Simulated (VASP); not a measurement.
Output of a VASP run:

OSZICAR:
```
...
DAV:   1    -0.440592894904E+02   -0.27184E+01   -0.41504E+01  3752   0.129E+02    0.124E+01
DAV:   2    -0.450593014525E+02   -0.10000E+01   -0.25492E+01  3888   0.623E+01    0.165E+01
DAV:   3    -0.417610648004E+02    0.32982E+01   -0.13570E+01  3712   0.368E+01    0.453E+00
DAV:   4    -0.414071868288E+02    0.35388E+00   -0.10536E+00  4328   0.143E+01    0.146E+00
DAV:   5    -0.414165900959E+02   -0.94033E-02   -0.52760E-02  3824   0.303E+00    0.867E-01
DAV:   6    -0.414174222124E+02   -0.83212E-03   -0.20792E-02  4232   0.188E+00    0.739E-01
DAV:   7    -0.414224928139E+02   -0.50706E-02   -0.12001E-02  4360   0.109E+00    0.522E-01
DAV:   8    -0.414258003774E+02   -0.33076E-02   -0.33854E-03  4344   0.489E-01    0.396E-01
DAV:   9    -0.414271926938E+02   -0.13923E-02   -0.29010E-03  4208   0.472E-01    0.201E-01
DAV:  10    -0.414275427557E+02   -0.35006E-03   -0.96271E-04  4208   0.323E-01    0.462E-02
DAV:  11    -0.414275519643E+02   -0.92086E-05   -0.12905E-04  3984   0.151E-01    0.167E-02
DAV:  12    -0.414275448639E+02    0.71003E-05   -0.27066E-05  4336   0.869E-02    0.103E-02
DAV:  13    -0.414275440109E+02    0.85304E-06   -0.26932E-06  2904   0.184E-02
   2 F= -.41427544E+02 E0= -.41427810E+02  d E =-.866410E-01  mag=     2.2240
       N       E                     dE             d eps       ncg     rms          rms(c)
DAV:   1    -0.425614647251E+02   -0.11339E+01   -0.17333E+01  3704   0.788E+01    0.786E+00
DAV:   2    -0.425220638230E+02    0.39401E-01   -0.73617E+00  3856   0.379E+01    0.965E+00
DAV:   3    -0.415869103689E+02    0.93515E+00   -0.40771E+00  3696   0.229E+01    0.314E+00
DAV:   4    -0.414263869573E+02    0.16052E+00   -0.41858E-01  4304   0.894E+00    0.888E-01
DAV:   5    -0.414239442677E+02    0.24427E-02   -0.22710E-02  3904   0.204E+00    0.377E-01
DAV:   6    -0.414210339175E+02    0.29104E-02   -0.58384E-03  4160   0.133E+00    0.182E-01
DAV:   7    -0.414209488090E+02    0.85108E-04   -0.63971E-04  3896   0.362E-01    0.857E-02
DAV:   8    -0.414210010581E+02   -0.52249E-04   -0.47233E-05  3808   0.847E-02    0.374E-02
DAV:   9    -0.414210174887E+02   -0.16431E-04   -0.99205E-06  3296   0.325E-02    0.127E-02
DAV:  10    -0.414210202565E+02   -0.27679E-05   -0.80046E-07  1984   0.939E-03    0.492E-03
DAV:  11    -0.414210198843E+02    0.37222E-06   -0.77345E-07  1808   0.150E-02
   3 F= -.41421020E+02 E0= -.41421241E+02  d E =-.801169E-01  mag=     2.2838
       N       E                     dE             d eps       ncg     rms          rms(c)
DAV:   1    -0.417898652710E+02   -0.36885E+00   -0.49834E+00  3688   0.385E+01    0.429E+00
DAV:   2    -0.416911459736E+02    0.98719E-01   -0.17720E+00  3712   0.196E+01    0.476E+00
DAV:   3    -0.414879377058E+02    0.20321E+00   -0.84785E-01  3704   0.130E+01    0.181E+00
DAV:   4    -0.414378180005E+02    0.50120E-01   -0.11770E-01  4344   0.465E+00    0.704E-01
DAV:   5    -0.414367296611E+02    0.10883E-02   -0.64937E-03  3848   0.107E+00    0.257E-01
DAV:   6    -0.414354974460E+02    0.12322E-02   -0.21404E-03  4456   0.790E-01    0.115E-01
DAV:   7    -0.414354101512E+02    0.87295E-04   -0.25191E-04  3976   0.242E-01    0.390E-02
DAV:   8    -0.414354025790E+02    0.75722E-05   -0.27893E-05  3664   0.622E-02    0.192E-02
DAV:   9    -0.414353939708E+02    0.86082E-05   -0.49928E-06  3304   0.308E-02    0.747E-03
DAV:  10    -0.414353898343E+02    0.41365E-05   -0.44607E-07  1800   0.106E-02    0.238E-03
DAV:  11    -0.414353907102E+02   -0.87584E-06   -0.25705E-07  1816   0.889E-03
   4 F= -.41435391E+02 E0= -.41435704E+02  d E =-.944877E-01  mag=     2.2585
```

OUTCAR:
```
------------------------ aborting loop because EDIFF is reached ----------------------------------------
  FORCE on cell =-STRESS in cart. coord.  units (eV):
  Direction    XX          YY          ZZ          XY          YZ          ZX
  --------------------------------------------------------------------------------------
  Total       -0.0371699     -0.0371699     -0.0371699     -0.0000000     -0.0000000      0.0000000
  in kB       -1.2072849     -1.2072849     -1.2072849     -0.0000000     -0.0000000      0.0000000
  external PRESSURE =      -1.2072849 kB  Pullay stress =       0.0000000 kB
  volume of cell :       49.33
      direct lattice vectors                 reciprocal lattice vectors
    -0.000000000  2.910855636  2.910855636    -0.171770800  0.171770800  0.171770800
     2.910855636 -0.000000000  2.910855636     0.171770800 -0.171770800  0.171770800
     2.910855636  2.910855636  0.000000000     0.171770800  0.171770800 -0.171770800
 POSITION                                       TOTAL-FORCE (eV/Angst)
 -----------------------------------------------------------------------------------
      0.00000      0.00000      0.00000         0.000000      0.000000      0.000000
      1.45543      1.45543      1.45543        -0.000000      0.000000      0.000000
      4.36628      4.36628      4.36628         0.000000     -0.000000     -0.000000
 -----------------------------------------------------------------------------------
    total drift:                                0.000000      0.000000      0.000000
  FREE ENERGIE OF THE ION-ELECTRON SYSTEM (eV)
  ---------------------------------------------------
  free  energy   TOTEN  =       -41.4353907102 eV

  energy  without entropy=      -41.4363310466  energy(sigma->0) =      -41.43570416

 total charge

# of ion       s       p       d       tot
------------------------------------------
    1        0.432   0.526   6.283   7.242
    2        1.136   1.160  10.050  12.346
    3        1.136   1.160  10.050  12.346
--------------------------------------------------
tot          2.704   2.846  26.384  31.934

 magnetization (x)

# of ion       s       p       d       tot
------------------------------------------
    1        0.036   0.057   2.228   2.321
    2        0.008  -0.057   0.002  -0.047
    3        0.008  -0.057   0.002  -0.047
--------------------------------------------------
tot          0.052  -0.057   2.232   2.227

 reached required accuracy - stopping structural energy minimisation
```
(Selected blocks of OUTCAR.)

**POSCAR**
```
FeGe2
1
    0.0000000000     2.8086003665     2.8086003665
    2.8086003665    -0.0000000000     2.8086003665
    2.8086003665     2.8086003665     0.0000000000
Fe Ge
1 2
Direct
  0.0000000000   0.0000000000   0.0000000000
  0.2500000000   0.2500000000   0.2500000000
  0.7500000000   0.7500000000   0.7500000000
```

### Question
Write an INCAR and KPOINTS that could have produced this output.

### Answer
Several could match; the one computed here: the input of the run itself, r2SCAN meta-GGA, plane waves, VASP's PBE PAW potentials (set 64).

**INCAR**
```
! general
SYSTEM =FeGe2
PREC   =Accurate
ENCUT  =400
LREAL  =.FALSE.   ! projection in real space or not
LASPH  =.TRUE.

! electronic loop
EDIFF  =1E-6
NELM   =100
ALGO   =Normal
LMAXMIX=4
LMIXTAU=.TRUE.

! smearing
ISMEAR =1   ! Methfessel-Paxton
SIGMA  =0.1   ! width (eV)

! functional
METAGGA=R2SCAN

! spin
ISPIN  =2   ! spin-polarised
MAGMOM =4.0 0.0 0.0

! ions
IBRION =2
NSW    =60   ! most ionic steps
ISIF   =3
EDIFFG =-0.02

! output
LWAVE  =.FALSE.
LCHARG =.FALSE.
LORBIT =10
```

**KPOINTS**
```
Automatic mesh
0
Gamma
 9 9 9
```

POTCAR, in this order: Fe Ge_d (PBE.64 set). Program: vasp_std.

Energy and stress use the plane-wave basis of the starting cell.

The structure was generated: FeGe2 was put into the fluorite type (Fm-3m), which need not be its known phase. This run relaxes it. Symmetry was kept, so distortions that lower it aren't found. The start is the result of an earlier pass.
